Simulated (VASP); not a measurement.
Output of a VASP run:

File OSZICAR:
```
       N       E                     dE             d eps       ncg     rms          rms(c)
DAV:   1     0.943792700769E+02    0.94379E+02   -0.96430E+03   578   0.120E+03
DAV:   2    -0.127105266691E+02   -0.10709E+03   -0.10529E+03   630   0.238E+02
DAV:   3    -0.202528902679E+02   -0.75424E+01   -0.75150E+01   744   0.639E+01
DAV:   4    -0.203634873335E+02   -0.11060E+00   -0.11054E+00   730   0.768E+00
DAV:   5    -0.203647273936E+02   -0.12401E-02   -0.12400E-02   768   0.876E-01    0.663E+00
DAV:   6    -0.192012446111E+02    0.11635E+01   -0.34638E+00   834   0.557E+01    0.507E+00
DAV:   7    -0.191393895858E+02    0.61855E-01   -0.17292E+00   630   0.104E+01    0.242E+00
DAV:   8    -0.191299364402E+02    0.94531E-02   -0.36318E-02   770   0.145E+00    0.111E+00
DAV:   9    -0.191265983817E+02    0.33381E-02   -0.60066E-03   762   0.553E-01    0.192E-01
DAV:  10    -0.191266601195E+02   -0.61738E-04   -0.46925E-04   680   0.172E-01    0.892E-02
DAV:  11    -0.191266632177E+02   -0.30982E-05   -0.10585E-04   661   0.922E-02    0.178E-02
DAV:  12    -0.191266628618E+02    0.35588E-06   -0.13367E-05   744   0.539E-02    0.149E-02
DAV:  13    -0.191266628926E+02   -0.30767E-07   -0.35947E-06   657   0.162E-02
   1 F= -.19126663E+02 E0= -.19126663E+02  d E =-.191267E+02
       N       E                     dE             d eps       ncg     rms          rms(c)
DAV:   1    -0.191278252883E+02   -0.11624E-02   -0.21739E-02   711   0.201E+00    0.212E-01
DAV:   2    -0.191270845455E+02    0.74074E-03   -0.38780E-03   758   0.140E+00    0.907E-02
DAV:   3    -0.191269463334E+02    0.13821E-03   -0.23903E-04   731   0.195E-01    0.458E-02
DAV:   4    -0.191269001471E+02    0.46186E-04   -0.70089E-05   749   0.957E-02    0.103E-02
DAV:   5    -0.191268988794E+02    0.12676E-05   -0.11997E-05   681   0.421E-02    0.508E-03
DAV:   6    -0.191268987724E+02    0.10708E-06   -0.19875E-06   385   0.143E-02
   2 F= -.19126899E+02 E0= -.19126899E+02  d E =-.235880E-03
```

**OUTCAR**
```
------------------------ aborting loop because EDIFF is reached ----------------------------------------
  FORCE on cell =-STRESS in cart. coord.  units (eV):
  Direction    XX          YY          ZZ          XY          YZ          ZX
  --------------------------------------------------------------------------------------
  Total       -0.0318073     -0.0318073      0.0250960      0.0000000      0.0000000      0.0000000
  in kB       -0.5659419     -0.5659420      0.4465290      0.0000000      0.0000000      0.0000000
  external PRESSURE =      -0.2284516 kB  Pullay stress =       0.0000000 kB
  volume of cell :       90.05
      direct lattice vectors                 reciprocal lattice vectors
     4.001774248  0.000000000 -0.000000000     0.249889159  0.144273556  0.000000000
    -2.000887124  3.465638563  0.000000000    -0.000000000  0.288547112  0.000000000
    -0.000000000 -0.000000000  6.492755843     0.000000000 -0.000000000  0.154017804
 POSITION                                       TOTAL-FORCE (eV/Angst)
 -----------------------------------------------------------------------------------
      2.00089      1.15521      4.11239        -0.000000     -0.000000     -0.001308
     -0.00000      2.31043      6.45499        -0.000000     -0.000000      0.009168
     -0.00000     -0.00000      2.34998         0.000000     -0.000000      0.008657
     -0.00000     -0.00000      4.99972         0.000000      0.000000     -0.018855
      2.00089      1.15521      1.56119        -0.000000      0.000000      0.002337
 -----------------------------------------------------------------------------------
    total drift:                               -0.000297      0.000161     -0.000755
  FREE ENERGIE OF THE ION-ELECTRON SYSTEM (eV)
  ---------------------------------------------------
  free  energy   TOTEN  =       -19.1268987724 eV

  energy  without entropy=      -19.1268987724  energy(sigma->0) =      -19.12689877

 reached required accuracy - stopping structural energy minimisation
```
(Selected blocks of OUTCAR.)

**POSCAR**
```
Mg2ZnP2
1
    4.0017965859     0.0000000000     0.0000000000
   -2.0008982930     3.4656579079     0.0000000000
    0.0000000000     0.0000000000     6.4810893234
Mg Zn P
2 1 2
Direct
  0.6666670000   0.3333330000   0.6332173344
  0.3333330000   0.6666670000   0.9940918995
  0.0000000000   0.0000000000   0.3618189372
  1.0000000000   1.0000000000   0.7702248097
  0.6666670000   0.3333330000   0.2406470191
```

Problem. Reconstruct the remaining input files.

Solution. Several could match; the one computed here: the input of the run itself, PBEsol GGA, plane waves, VASP's PBE PAW potentials (set 64).

KPOINTS:
```
Automatic mesh
0
Gamma
6 6 3
0 0 0
```

**INCAR**
```
SYSTEM = Mg2ZnP2
PREC = Accurate; ENCUT = 400; LREAL = .FALSE.
LASPH = .TRUE.
EDIFF = 1E-6; NELM = 100; ALGO = Normal
LMAXMIX = 4
ISMEAR = 0; SIGMA = 0.05
GGA = PS
IBRION = 2; NSW = 60; ISIF = 3
EDIFFG = -0.02
LWAVE = .FALSE.; LCHARG = .FALSE.
```

POTCAR, in this order: Mg Zn P (PBE.64 set). Program: vasp_std.

The structure comes from a computed database's Mg2ZnP2 entry (P3m1); how it stands against other phases isn't given here. This run relaxes it. Symmetry was kept, so distortions that lower it aren't found. The start is the result of an earlier pass.
